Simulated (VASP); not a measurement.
Computed with SCAN meta-GGA, VASP's PBE PAW potentials (set 64) (plane waves; VASP).

The input files of a VASP run:

**INCAR**
```
SYSTEM = ZrC
PREC = Accurate; ENCUT = 520; LREAL = .FALSE.
LASPH = .TRUE.
EDIFF = 1E-7; NELM = 100; ALGO = Normal
LMAXMIX = 4; LMIXTAU = .TRUE.
ISMEAR = 1; SIGMA = 0.1
METAGGA = SCAN
ISIF = 2
LWAVE = .FALSE.; LCHARG = .FALSE.
```

**KPOINTS**
```
Automatic mesh
0
gamma
 13 13 13
```

File POSCAR:
```
ZrC
3.2943290
  0.0000000000   0.7071066891   0.7071066891
  0.7071066891   0.0000000000   0.7071066891
  0.7071066891   0.7071066891   0.0000000000
Zr C
1 1
Direct
  0.0000000000   0.0000000000   0.0000000000
  0.5000000000   0.5000000000   0.5000000000
```

POTCAR, in this order: Zr_sv C (PBE.64 set). Program: vasp_std.

What VASP printed:

**OSZICAR**
```
       N       E                     dE             d eps       ncg     rms          rms(c)
DAV:   1     0.831245492846E+02    0.83125E+02   -0.90554E+03  2024   0.138E+03
DAV:   2    -0.462078229457E+02   -0.12933E+03   -0.12173E+03  2364   0.346E+02
DAV:   3    -0.526012672308E+02   -0.63934E+01   -0.62631E+01  3088   0.672E+01
DAV:   4    -0.528578448629E+02   -0.25658E+00   -0.25611E+00  2584   0.131E+01
DAV:   5    -0.528665351596E+02   -0.86903E-02   -0.86887E-02  3008   0.184E+00    0.242E+01
DAV:   6    -0.417600167667E+02    0.11107E+02   -0.10667E+01  2348   0.295E+01    0.917E+00
DAV:   7    -0.428814006985E+02   -0.11214E+01   -0.37045E+00  2628   0.120E+01    0.411E+00
DAV:   8    -0.427158318840E+02    0.16557E+00   -0.36562E-01  2312   0.695E+00    0.223E+00
DAV:   9    -0.427106506512E+02    0.51812E-02   -0.18269E-01  2252   0.464E+00    0.743E-01
DAV:  10    -0.427662069737E+02   -0.55556E-01   -0.13586E-01  2280   0.329E+00    0.294E-01
DAV:  11    -0.427689028590E+02   -0.26959E-02   -0.43941E-02  2368   0.279E+00    0.841E-02
DAV:  12    -0.427708436672E+02   -0.19408E-02   -0.21735E-02  2076   0.218E+00    0.748E-02
DAV:  13    -0.427712814695E+02   -0.43780E-03   -0.12499E-03  2792   0.348E-01    0.666E-02
DAV:  14    -0.427704228655E+02    0.85860E-03   -0.28050E-04  2060   0.253E-01    0.562E-02
DAV:  15    -0.427706743924E+02   -0.25153E-03   -0.12369E-03  2528   0.317E-01    0.569E-02
DAV:  16    -0.427706345313E+02    0.39861E-04   -0.10407E-04  2464   0.117E-01    0.371E-02
DAV:  17    -0.427706365989E+02   -0.20676E-05   -0.11430E-05  2760   0.397E-02    0.248E-02
DAV:  18    -0.427706402299E+02   -0.36310E-05   -0.89940E-06  2700   0.321E-02    0.129E-02
DAV:  19    -0.427706461104E+02   -0.58804E-05   -0.34256E-06  2856   0.202E-02    0.656E-03
DAV:  20    -0.427706491010E+02   -0.29906E-05   -0.94272E-07  2640   0.121E-02    0.182E-03
DAV:  21    -0.427706494625E+02   -0.36154E-06   -0.14855E-07  1640   0.565E-03    0.530E-04
DAV:  22    -0.427706495034E+02   -0.40818E-07   -0.20645E-08  1068   0.226E-03
   1 F= -.42770650E+02 E0= -.42770646E+02  d E =-.901711E-05
```

OUTCAR:
```
------------------------ aborting loop because EDIFF is reached ----------------------------------------
  FORCE on cell =-STRESS in cart. coord.  units (eV):
  Direction    XX          YY          ZZ          XY          YZ          ZX
  --------------------------------------------------------------------------------------
  Total        1.1810923      1.1810923      1.1810923     -0.0000000     -0.0000000      0.0000000
  in kB       74.8529061     74.8529061     74.8529061     -0.0000000     -0.0000000      0.0000000
  external PRESSURE =      74.8529061 kB  Pullay stress =       0.0000000 kB
  volume of cell :       25.28
      direct lattice vectors                 reciprocal lattice vectors
     0.000000000  2.329442072  2.329442072    -0.214643672  0.214643672  0.214643672
     2.329442072  0.000000000  2.329442072     0.214643672 -0.214643672  0.214643672
     2.329442072  2.329442072  0.000000000     0.214643672  0.214643672 -0.214643672
 POSITION                                       TOTAL-FORCE (eV/Angst)
 -----------------------------------------------------------------------------------
      0.00000      0.00000      0.00000        -0.000000      0.000000      0.000000
      2.32944      2.32944      2.32944         0.000000     -0.000000     -0.000000
 -----------------------------------------------------------------------------------
    total drift:                                0.000000      0.000000      0.000000
  FREE ENERGIE OF THE ION-ELECTRON SYSTEM (eV)
  ---------------------------------------------------
  free  energy   TOTEN  =       -42.7706495034 eV

  energy  without entropy=      -42.7706404862  energy(sigma->0) =      -42.77064650
```
(Selected blocks of OUTCAR.)

OUTCAR:
```
 val. band max:        9.9286457314   @ k =   0.4615   0.4615   0.0000

 cond. band min:       9.9920605951   @ k =   0.3846   0.3077   0.0000


 Fermi energy:         9.9828827790

 k-point     1 :       0.0000    0.0000    0.0000
  band No.  band energies     occupation
      1     -39.9109      2.00000
      2     -16.8136      2.00000
      3     -16.8136      2.00000
      4     -16.8133      2.00000
      5      -2.2564      2.00000
      6      10.8607     -0.00000
      7      10.8607     -0.00000
      8      10.8607     -0.00000
      9      11.2355     -0.00000
     10      11.2358     -0.00000
     11      11.2358     -0.00000
     12      13.0029      0.00000

 k-point     2 :       0.0769    0.0000    0.0000
  band No.  band energies     occupation
      1     -39.9042      2.00000
      2     -16.8742      2.00000
      3     -16.8185      2.00000
      4     -16.8183      2.00000
      5      -2.1114      2.00000
      6       9.9165      1.89292
      7      10.1271     -0.06023
      8      10.1272     -0.06021
      9      11.5038     -0.00000
     10      11.5040     -0.00000
     11      11.8612     -0.00000
     12      13.7699      0.00000

 k-point     3 :       0.1538    0.0000    0.0000
  band No.  band energies     occupation
      1     -39.8854      2.00000
      2     -17.0388      2.00000
      3     -16.8319      2.00000
      4     -16.8317      2.00000
      5      -1.6998      2.00000
      6       8.6322      2.00000
      7       9.1015      2.00000
      8       9.1016      2.00000
      9      11.9490     -0.00000
     10      11.9492     -0.00000
     11      12.3822      0.00000
     12      15.2315      0.00000

 k-point     4 :       0.2308    0.0000    0.0000
  band No.  band energies     occupation
      1     -39.8588      2.00000
      2     -17.2628      2.00000
      3     -16.8507      2.00000
      4     -16.8506      2.00000
      5      -1.0838      2.00000
      6       7.3238      2.00000
...
```

The compound is ZrC in the rock salt structure. This cell is one point of a volume scan, at 0.97 of the reference volume.
